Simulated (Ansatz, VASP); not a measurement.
# One calculation of Zr2TiH6, two programs

```
CELL_PARAMETERS angstrom
0.00000 3.40118 3.40118
3.40118 0.00000 3.40118
3.40118 3.40118 0.00000
ATOMIC_POSITIONS crystal
Zr 0.25000 0.25000 0.25000
Zr 0.75000 0.75000 0.75000
Ti 0.00000 0.00000 0.00000
H 0.72963 0.27037 0.27037
H 0.27037 0.72963 0.72963
H 0.27037 0.72963 0.27037
H 0.72963 0.27037 0.72963
H 0.27037 0.27037 0.72963
H 0.72963 0.72963 0.27037
```

Change from the starting cell: ordered vacancies on the cation sites of perovskite (Fm-3m, No. 225).

Alike in both runs: task relaxation of cell and atoms; functional PBE; k mesh 10 × 10 × 10; occupations gaussian, width 0.1 eV; no spin polarisation.

```csv
,VASP,Ansatz
version,VASP 6.6.1,Ansatz 0.2.0
potentials or method,"VASP PAW PBE potentials, release 64 (Zr_sv, Ti_sv, H)","scalar-relativistic, plane waves, PAW"
plane-wave cutoff (eV),600,420
valence electrons in the cell,42,42
```

|  | VASP | Ansatz | Ansatz less VASP |
| --- | --- | --- | --- |
| gap on the k mesh at the Fermi level, each at its own relaxed structure (eV) | none | none | - |
| relaxed volume (Å³/atom) | 8.71 | 8.72 | +0.003 |
| relaxed cell length with the largest relative difference (Å) | 4.804 | 4.805 | +0.0006 |

A gap of «none» marks a metal or a gap that the smearing closes.
